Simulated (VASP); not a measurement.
Here is the system:

```xyz
2
Lattice="0.0000 2.8445 2.8445 2.8445 0.0000 2.8445 2.8445 2.8445 0.0000" Properties=species:S:1:pos:R:3 pbc="T T T"
Na     0.0000     0.0000     0.0000
Cl     2.8445     2.8445     2.8445
```

Computed with PBE0 hybrid, VASP's PBE PAW potentials (set 64) (plane waves; VASP). Settings: 520 eV cut-off, 6×6×6 Γ-centred mesh, Gaussian smearing of 0.050 eV, potentials Na_pv Cl.

**Question.** Estimate the energy per atom (σ→0), band gap (over the mesh, the named points and PBE's band edges) with the smallest direct gap where there is one.

**Answer.** 
- band gap (over the mesh, the named points and PBE's band edges): 7.09 eV
- smallest direct gap (over the mesh, the named points and PBE's band edges): 7.09 eV
- energy per atom (σ→0): -4.197 eV/atom

Total energies compare only between runs with the same potentials, cut-off and functional.

The compound is NaCl in the rock salt structure. It was relaxed first.
